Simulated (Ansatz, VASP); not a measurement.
# Cross-check of WS2 (Tungstenite) between VASP and Ansatz, part 2 of 2

One calculation is typed for both programs; each brings its own data sets. How far apart do they land? The cell is taken from a series of runs on this material, whose earlier steps may have relaxed, scaled, displaced or heated it; both programs get it as it stands.

VASP 6.6.1 and Ansatz 0.2.0.

So far: The structure; Ansatz: single point, HSE06.

### Step 3. VASP: single point, HSE06

Level of this step: HSE06, no spin polarisation; plane waves and PAW (W, S) (VASP).

The same cell, functional and mesh now go to VASP, with its own data sets.

Lines of VASP's logs that name or quote its potential files are left out, and so is its time.

The run reads the wave functions of an earlier VASP run, which isn't shown here.

Contents of INCAR:

```
SYSTEM = WS2
PREC = Accurate
ENCUT = 400
EDIFF = 1E-06
NELM = 100
ISMEAR = 0
SIGMA = 0.01
LREAL = .FALSE.
ALGO = Normal
LHFCALC = .TRUE.
AEXX = 0.25
GGA = PE
HFSCREEN = 0.208
LASPH = .TRUE.
NBANDS = 24
PRECFOCK = Fast
LORBIT = 11
LWAVE = .FALSE.
LCHARG = .FALSE.
KPAR = 8
ISIF = 2
```

Contents of POSCAR:

```
WS2
1.0
    3.1588452724      0.0000000000      0.0000000000
   -1.5794226362      2.7356402525      0.0000000000
    0.0000000000      0.0000000000     12.2447695065
W S
2 4
Direct
    0.3333333333      0.6666666667      0.2500000000
    0.6666666667      0.3333333333      0.7500000000
    0.3333333333      0.6666666667      0.6214363435
    0.6666666667      0.3333333333      0.1214363435
    0.3333333333      0.6666666667      0.8785636565
    0.6666666667      0.3333333333      0.3785636565
```

Contents of KPOINTS:

```
Automatic mesh
0
Gamma
6 6 2
0 0 0
```

PAW data sets: W and S (PBE family, release 64).

Run with:

```console
mpirun -np 8 vasp_std
```

Numbers of over 12 decimals in the logs are rounded to 6 here.

What it wrote:

```text
[banner, memory and clock lines left out]
running    8 mpi-ranks, on    1 nodes
 distrk:  each k-point on    1 cores,    8 groups
 distr:  one band on    1 cores,    1 groups

 POSCAR found type information on POSCAR W S
 POSCAR found :  2 types and       6 ions
|                                                                             |
|           W    W    AA    RRRRR   N    N  II  N    N   GGGG   !!!           |
|           W    W   A  A   R    R  NN   N  II  NN   N  G    G  !!!           |
|           W    W  A    A  R    R  N N  N  II  N N  N  G       !!!           |
|           W WW W  AAAAAA  RRRRR   N  N N  II  N  N N  G  GGG   !            |
|           WW  WW  A    A  R   R   N   NN  II  N   NN  G    G                |
|           W    W  A    A  R    R  N    N  II  N    N   GGGG   !!!           |
|                                                                             |
|     For optimal performance we recommend to set                             |
|       NCORE = 2 up to number-of-cores-per-socket                            |
|     NCORE specifies how many cores store one orbital (NPAR=cpu/NCORE).      |
|     This setting can greatly improve the performance of VASP for DFT.       |
|     The default, NCORE=1 might be grossly inefficient on modern             |
|     multi-core architectures or massively parallel machines. Do your        |
|     Unfortunately you need to use the default for GW and RPA                |
|     calculations (for HF NCORE is supported but not extensively tested      |
|     yet).                                                                   |
|                                                                             |

 LDA part: xc-table for (Slater+PW92), standard interpolation
 found WAVECAR, reading the header
 POSCAR, INCAR and KPOINTS ok, starting setup
 FFT: planning ... GRIDC
 FFT: planning ... GRID_SOFT
 FFT: planning ... GRID
 reading WAVECAR
 the WAVECAR file was read successfully
 initial charge from wavefunction
 entering main loop
       N       E                     dE             d eps       ncg     rms          rms(c)
DAV:   1    -0.563676592332E+02   -0.56368E+02   -0.18634E+00   680   0.145E+01    0.124E+01
DAV:   2    -0.563631853044E+02    0.44739E-02   -0.62295E-02   768   0.139E+00    0.727E+00
DAV:   3    -0.563616944106E+02    0.14909E-02   -0.14846E-02   864   0.653E-01    0.425E+00
DAV:   4    -0.563604189356E+02    0.12755E-02   -0.18677E-03   816   0.268E-01    0.255E+00
DAV:   5    -0.563602508870E+02    0.16805E-03   -0.13497E-03   848   0.179E-01    0.151E+00
DAV:   6    -0.563602164989E+02    0.34388E-04   -0.17422E-04   848   0.929E-02    0.850E-01
DAV:   7    -0.563602068962E+02    0.96027E-05   -0.54600E-05   936   0.422E-02    0.493E-01
DAV:   8    -0.563602056975E+02    0.11987E-05   -0.79007E-06   840   0.162E-02    0.297E-01
DAV:   9    -0.563602064033E+02   -0.70583E-06   -0.31572E-06   696   0.944E-03
   1 F= -.56360206E+02 E0= -.56360206E+02  d E =-.756967E-45
```

From OUTCAR (step 3):

```text
ion  position               nearest neighbor table
   1  0.333  0.667  0.250-   4 2.41   6 2.41   4 2.41   6 2.41   4 2.41   6 2.41
   2  0.667  0.333  0.750-   3 2.41   5 2.41   3 2.41   5 2.41   3 2.41   5 2.41
   3  0.333  0.667  0.621-   2 2.41   2 2.41   2 2.41
   4  0.667  0.333  0.121-   1 2.41   1 2.41   1 2.41
   5  0.333  0.667  0.879-   2 2.41   2 2.41   2 2.41
   6  0.667  0.333  0.379-   1 2.41   1 2.41   1 2.41

  LATTYP: Found a hexagonal cell.
 ALAT       =     3.1588452724
 C/A-ratio  =     3.8763435530

 Subroutine GETGRP returns: Found 24 space group operations
 (whereof 12 operations were pure point group operations)

The static configuration has the point symmetry D_3d.
 The point group associated with its full space group is D_6h.

 Found     14 irreducible k-points:

   k-points           NKPTS =     14   k-points in BZ     NKDIM =     72   number of bands    NBANDS=     24

   dimension x,y,z NGX =    24 NGY =   24 NGZ =   80
   dimension x,y,z NGXF=    48 NGYF=   48 NGZF=  160

   ENCUT  =  400.0 eV  29.40 Ry    5.42 a.u.   5.15  5.15 19.97*2*pi/ulx,y,z

   NELECT =      36.0000    total number of electrons

 k-points in reciprocal lattice and weights: Automatic mesh
   0.00000000  0.00000000  0.00000000       0.014
   0.16666667 -0.00000000  0.00000000       0.083
   0.33333333 -0.00000000  0.00000000       0.083
   0.50000000  0.00000000  0.00000000       0.042
   0.16666667  0.16666667  0.00000000       0.083
   0.33333333  0.16666667  0.00000000       0.167
   0.33333333  0.33333333  0.00000000       0.028
   0.00000000  0.00000000  0.50000000       0.014
   0.16666667 -0.00000000  0.50000000       0.083
[...]
0.33333333  0.16666667  0.50000000       0.167
   0.33333333  0.33333333  0.50000000       0.028

  exchange ACFDT corr.  =         0.00000000  see jH, gK, PRB 81, 115126

 average (electrostatic) potential at core
       1 -35.7718       2 -35.7718       3 -82.1729       4 -82.1729       5 -82.1729
       6 -82.1729

 E-fermi :   6.1647

 k-point     1 :       0.0000    0.0000    0.0000
  band No.  band energies     occupation
    ...
     14       3.6710      2.00000
     15       3.6710      2.00000
     16       4.3758      2.00000
     17       4.7276      2.00000
     18       6.0676      2.00000
     19       9.0611      0.00000
     20       9.0612      0.00000
     21       9.0755      0.00000
     22       9.0756      0.00000
     23       9.0926      0.00000
    ...

 k-point     2 :       0.1667   -0.0000    0.0000
  band No.  band energies     occupation
    ...
     14       2.9879      2.00000
     15       3.4459      2.00000
     16       4.3687      2.00000
     17       4.6645      2.00000
     18       5.1279      2.00000
     19       8.2394      0.00000
     20       8.6645      0.00000
     21       8.9272      0.00000
     22       8.9506      0.00000
     23       8.9552      0.00000
    ...

 k-point     3 :       0.3333   -0.0000    0.0000
  band No.  band energies     occupation
    ...
     14       3.4313      2.00000
     15       3.5040      2.00000
     16       3.6605      2.00000
     17       3.8070      2.00000
     18       4.1208      2.00000
     19       8.3089      0.00000
     20       8.5673      0.00000
     21       8.7646      0.00000
     22       9.1544      0.00000
     23       9.6085      0.00000
    ...

  Total       -1.7496690     -1.7496690     -1.9297630      0.0000000      0.0000000      0.0000000
  in kB      -26.4928399    -26.4928399    -29.2197573      0.0000000      0.0000000      0.0000000
  external PRESSURE =     -27.4018124 kB  Pullay stress =       0.0000000 kB

  energy-cutoff  :      400.00
  volume of cell :      105.81
      direct lattice vectors                 reciprocal lattice vectors
     3.158845272  0.000000000  0.000000000     0.316571378  0.182772570  0.000000000
    -1.579422636  2.735640253  0.000000000     0.000000000  0.365545140  0.000000000
     0.000000000  0.000000000 12.244769507     0.000000000  0.000000000  0.081667523

 POSITION                                       TOTAL-FORCE (eV/Angst)
 -----------------------------------------------------------------------------------
     -0.00000      1.82376      3.06119        -0.000000      0.000000      0.000000
      1.57942      0.91188      9.18358         0.000000      0.000000      0.000000
     -0.00000      1.82376      7.60934        -0.000000     -0.000000      0.679429
      1.57942      0.91188      1.48696        -0.000000      0.000000      0.679429
     -0.00000      1.82376     10.75781        -0.000000     -0.000000     -0.679429
      1.57942      0.91188      4.63542        -0.000000     -0.000000     -0.679429
 -----------------------------------------------------------------------------------
    total drift:                                0.000004      0.000001      0.000027

  FREE ENERGIE OF THE ION-ELECTRON SYSTEM (eV)
  ---------------------------------------------------
  free  energy   TOTEN  =       -56.3602064033 eV

  energy  without entropy=      -56.3602064033  energy(sigma->0) =      -56.36020640

 total charge
# of ion       s       p       d       tot
------------------------------------------
    1        0.653   0.737   4.459   5.849
    2        0.653   0.737   4.459   5.849
    3        1.356   2.366   0.000   3.722
    4        1.356   2.366   0.000   3.722
    5        1.356   2.366   0.000   3.722
    6        1.356   2.366   0.000   3.722
--------------------------------------------------
tot          6.731  10.939   8.917  26.587

[... 3 further parts left out ...]
```

This run has no spin polarisation, so a moment on W, if there is one, isn't seen. The data set W keeps the semicore shell frozen, which is cheaper and a little less accurate.

### Step 4. Comparison

Known differences besides the potentials themselves: exact exchange at q = 0 is treated differently, which shows on coarse meshes; VASP keeps PBE cores, Ansatz makes them for the functional; fixed occupations in Ansatz, narrow Gaussian smearing in VASP; the data sets hold 52 valence electrons in Ansatz (on its default PAW (the set named soft_2) files) and 36 in VASP; the cutoff is 550 eV in Ansatz and 400 eV in VASP; VASP takes a coarser grid for exact exchange (PRECFOCK = Fast). Total energies have different zeros and are not compared.

The two programs side by side:

| quantity | Ansatz | VASP | difference |
| --- | --- | --- | --- |
| gap on the k mesh (eV) | 1.456 | 1.494 | -0.039 |

A gap on the mesh is an upper bound, since the band edges may lie between its points; neither run holds spin-orbit coupling, which can move the band edges of a compound of W.

### Step 5. Results

| Quantity | Value |
| --- | --- |
| difference in gap on the k mesh (single point, HSE06) | -0.039 eV |

The difference in gap on the k mesh is -0.039 eV (single point, HSE06), within the 0.08 eV picked in this series as the mark of a large difference. The data sets hold unlike numbers of valence electrons (52 in Ansatz and 36 in VASP), so part of the differences comes from the potentials. Such differences can come from data sets, numerical settings and the points named under the comparisons, not from the functional's error against experiment.

[Lines on the potential files, build, host, timing and source positions are cut from VASP's logs without a mark.]

[Logs are printed without paths, hosts, clocks, repeated set-up lines and the standing remarks that a program may print on its own settings, such as how far it seeks lower states.]

[Hosts, paths, dates, database ids (printed as entryN), source tags and the programs' standing remarks are cut or masked in the printed files.]
